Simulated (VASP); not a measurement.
Data:

```xyz
2
Lattice="1.0678 -1.8496 0.0000 1.0678 1.8496 0.0000 0.0000 0.0000 3.3895" Properties=species:S:1:pos:R:3 pbc="T T T"
Be     1.0678     0.6165     0.8474
Be     1.0678    -0.6165     2.5421
```

Method: LDA (Ceperley-Alder, Perdew-Zunger), VASP's LDA PAW potentials (set 64) (plane waves; VASP). Run with 500 eV cut-off, 19×19×11 Γ-centred mesh, first-order Methfessel-Paxton smearing of 0.10 eV, potentials Be.

### Question
Estimate the energy per atom (σ→0), pressure, band gap (on the k-mesh) with the smallest direct gap where there is one.

### Answer

| Item | Value |
|---|---|
| band gap (on the k-mesh) | none (metal, semimetal or under 0.01 eV) |
| energy per atom (σ→0) | -4.162 eV/atom |
| pressure | 19.79 GPa |

The absolute energy has meaning only against runs of the same code, potentials and settings.

The compound is Be in the hcp structure. It was relaxed first under an external pressure of 20 GPa.
